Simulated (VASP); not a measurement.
# Convergence of the energy and pressure of scandium metal with the k mesh in PBEsol plane-wave calculations

Scandium is alloyed into aluminium for strength and into aluminium nitride for piezoelectric filters. Formation energies of such materials are counted from the elemental metals, so a sampling error in metallic Sc passes directly into them, and an error in its pressure shifts the relaxed cell. The question is how dense a k mesh the metal requires and what that mesh costs. Energy and pressure were calculated with PBEsol at a fixed cell, without spin polarisation, on meshes from 2×2×1 to 14×14×8. Errors are differences from the 14×14×8 run, which may itself retain a small sampling error; they measure numerical convergence and not agreement with experiment.

## Method

Single-point runs at fixed cell and atoms; within a crystal every other setting is the same. Program: VASP 6.6.1, plane waves and PAW (data sets made for PBE of release 64), scalar-relativistic without spin-orbit coupling, no spin polarisation. Cutoff 400 eV; on the k meshes the divisions times the cell-vector length are 5 Å or more. Occupations: Fermi-Dirac smearing of 0.05 eV. The coarsest mesh (5 Å) is coarse for metals and narrow gaps. Times are rough, from shared x86 server processors.

Notes on method and selection:

- The reference is the densest mesh run, which need not be fully converged.
- Without a gap the mesh has to resolve the Fermi surface, so errors need not fall smoothly.
- The space group named is that of the cell as run, which can be lower than that of the source structure.
- Runs that did not converge, have known faults or may not be shown are not listed, and runs on Ansatz's PAW sets soft_1 and soft_2 are kept to separate tables.

Columns:

- k-mesh length (Å): k-mesh length, the least over the axes of divisions times cell-vector length.
- k points: irreducible k points.
- energy error (meV/atom): energy per atom, extrapolated to zero smearing as the program prints it, minus that of the run on the densest mesh of the same crystal.
- pressure error (GPa): pressure minus that of the run on the densest mesh of the same crystal, compression positive.
- cost (core-s): processor time of the run, shared machines, rough.

Input lines of one member:

```
PREC = Accurate
ENCUT = 400
EDIFF = 1E-06
NELM = 100
ISMEAR = -1
SIGMA = 0.05
LREAL = .FALSE.
ALGO = Normal
GGA = PS
NBANDS = 17
LASPH = .TRUE.
LORBIT = 11
ISIF = 2
```

Command (options for logging and memory left out): `vasp_std`

## Results

| member | k-mesh length (Å) | k points | energy error (meV/atom) | pressure error (GPa) | cost (core-s) | remark |
| --- | --- | --- | --- | --- | --- | --- |
| k 2×2×1 | 5.3 | 2 | −339.29 | −8.000 | 2.5 |  |
| k 3×3×2 | 9.9 | 6 | 80.60 | −0.390 | 3.8 |  |
| k 4×4×2 | 10.5 | 8 | −10.95 | 0.402 | 4.1 |  |
| k 5×5×3 | 15.8 | 10 | ? | ? | 5 |  |
| k 7×7×4 | 21.1 | 24 | −5.12 | −0.143 | 8 |  |
| k 9×9×5 | 26.4 | 36 | −0.05 | 0.028 | 11 |  |
| k 11×11×6 | 31.6 | 64 | −0.10 | −0.010 | 15 |  |
| k 14×14×8 | 42.2 | 120 | 0.00 | 0.000 | 25 | known phase |

Cells marked ? are withheld until the estimate has been made.

## Mechanism

The energy error shrinks strongly with mesh density, but not smoothly. It is −339.29 meV/atom on 2×2×1, changes sign to 80.60 on 3×3×2, and returns to −10.95 on 4×4×2. The last two meshes have the same two divisions along the long axis, so the swing of 80.60 − (−10.95) = 91.55 meV/atom comes from the in-plane sampling alone. The k-mesh length, which reflects only the least well sampled direction, rises by just 10.5 − 9.9 = 0.6 Å between them.

Such behaviour is expected of a metal with a partly filled d band. Occupations fall from full to empty across the Fermi surface, and a coarse mesh assigns too much or too little weight to the states near it. The sign of the error depends on where the few points happen to lie. A denser mesh averages these contributions, and the smearing of 0.05 eV softens the step that has to be resolved. On the coarsest mesh the Fermi level is also clearly displaced.

Pressure follows a different sequence. Its errors on 3×3×2 and 4×4×2 are −0.390 and 0.402 GPa, almost equal in size, although the energy errors differ in size by a factor of 80.60 / 10.95 = 7.4. A small energy error therefore does not guarantee an equally good pressure. The averaged pressure also partly hides a larger error in the stress along the c axis, which matters when the cell shape is relaxed.

From 9×9×5 onward the energy lies within 0.10 meV/atom of the reference and the pressure within 0.028 GPa. The 9×9×5 run took about 11 core-s, against 25 for the densest mesh. Between the coarsest and densest meshes the cost rises by roughly (25 − 2.5) / (120 − 2) = 0.19 core-s per additional irreducible point. For this small cell, 9×9×5 is a sensible choice for both quantities.

## A prediction

Plain estimates from the members shown:

- k 5×5×3, straight-line interpolation between k 4×4×2 and k 7×7×4: w = (15.8 − 10.5) / (21.1 − 10.5) = 0.500, so −10.95 + 0.500 × (−5.12 − (−10.95)) = −8.04 meV/atom

The straight line between 4×4×2 and 7×7×4 gives −8.04 meV/atom for 5×5×3. It assumes that the error keeps its sign and varies smoothly between neighbouring meshes, which the sign changes among the coarse meshes contradict. The alternative is to assume no sign and take zero as the central value.

Both routes can be tried on the four shown meshes from 3×3×2 to 9×9×5 other than the withheld one, each time interpolating between the nearest shown neighbours. The line misses by 129, 87, 1.4 and 2.5 meV/atom, in order of increasing density; zero misses by 80.6, 10.95, 5.12 and 0.05. Zero is nearer in three of the four cases, the exception being 7×7×4. Four trials are few, and only the two coarsest involve a change of sign, so they give limited support to the expectation that the sign of a Fermi-surface sampling error is not inherited from the next mesh.

The width is taken from the root mean square of the two neighbouring errors: √((10.95² + 5.12²) / 2) = 8.5 meV/atom, rounded up to 9. The same recipe covers the actual error in all four trials, so the bar may be somewhat generous. The central value of zero expresses an undetermined sign, not an expectation that 5×5×3 is converged.

**Committed estimate, k 5×5×3: energy error = 0 ± 9 meV/atom.**

## Result

| member | k-mesh length (Å) | k points | energy error (meV/atom) | pressure error (GPa) | cost (core-s) |
| --- | --- | --- | --- | --- | --- |
| k 5×5×3 | 15.8 | 10 | 22.74 | 0.429 | 5 |

| member | estimate | energy error (meV/atom) | computed | estimate − computed | miss in error bars |
| --- | --- | --- | --- | --- | --- |
| k 5×5×3 | committed | 0.00 | 22.74 | −22.74 | 2.5 |
| k 5×5×3 | interpolation | −8.04 | 22.74 | −30.77 |  |

The computed error of 5×5×3 is 22.74 meV/atom, so the estimate of 0 ± 9 missed by 2.5 error bars. Straight-line interpolation did worse, missing by 30.77 meV/atom and giving the wrong sign.

The argument that the sign does not carry over from one mesh to the next held: both neighbours lie below the reference and 5×5×3 lies above it. The error bar failed, and the suggestion that it might be generous was wrong. In all four trials the coarser neighbour had the larger error, which made the recipe look safe. Here the coarser neighbour, 4×4×2, has less than half the error of the mesh to be estimated.

The result fits uneven sampling of the Fermi surface, but the displacement of the Fermi level does not fix the sign of the energy error. The level is too high on both 3×3×2 and 4×4×2, yet the energy is too high on the first and too low on the second.

## Members off the line

The 2×2×1 mesh stands far apart, with errors of −339.29 meV/atom and −8.000 GPa. Its energy error is 339.29 / 80.60 = 4.2 times the next largest in size, and its pressure error 8.000 / 0.429 = 18.6 times. Two irreducible points cannot represent the partly filled bands of a metal, and the Fermi level is displaced strongly downwards.

The 4×4×2 mesh departs in the other direction: its energy error of −10.95 meV/atom is small for so coarse a mesh. Cancellation between regions of the Brillouin zone with too much and too little weight is the likeliest reason. The stress supports this reading, since its component along the c axis is about as far from the reference as on 3×3×2, although the energy error is much smaller. The pressure error of 0.402 GPa is also close to the 0.429 GPa of 5×5×3.

## Time and accuracy

Going from 5×5×3 to 9×9×5 raises the cost from about 5 to 11 core-s and reduces the energy error from 22.74 to −0.05 meV/atom. The pressure error falls from 0.429 to 0.028 GPa. The densest mesh takes about 25 core-s, more than twice the cost of 9×9×5, for a further energy change of only 0.05 meV/atom.

Cost grows more slowly than the number of points: from the coarsest to the densest mesh the points increase by a factor of 120 / 2 = 60 and the time by about 25 / 2.5 = 10. Fixed work therefore weighs heavily in the small runs.

## What to take away

For this hcp cell with 0.05 eV smearing, meshes of 26.4 Å and longer agree with the densest one within 0.10 meV/atom and 0.028 GPa. Below that length, neighbouring meshes do not reliably give the sign or the size of the energy error, so agreement between two coarse meshes is weak evidence of convergence.

In units of practice, the 5×5×3 error amounts to 22.74 × 96 / 1000 = 2.2 kJ per mole of Sc atoms, since 1 eV per atom is about 96 kJ/mol. It would enter a formation energy in full if the compound were converged and the metal were not.

Of the omitted physics, vibration at room temperature would add roughly 80 meV/atom to the energy, about three times kT, and about half a GPa to the pressure at fixed volume if the Grüneisen parameter is near one. The energy term exceeds the whole spread from 4×4×2 onward, 22.74 − (−10.95) = 33.69 meV/atom, but it would hardly alter the differences between meshes.

[Logs are printed without paths, hosts, clocks, repeated set-up lines and the standing remarks that a program may print on its own settings, such as how far it seeks lower states.]
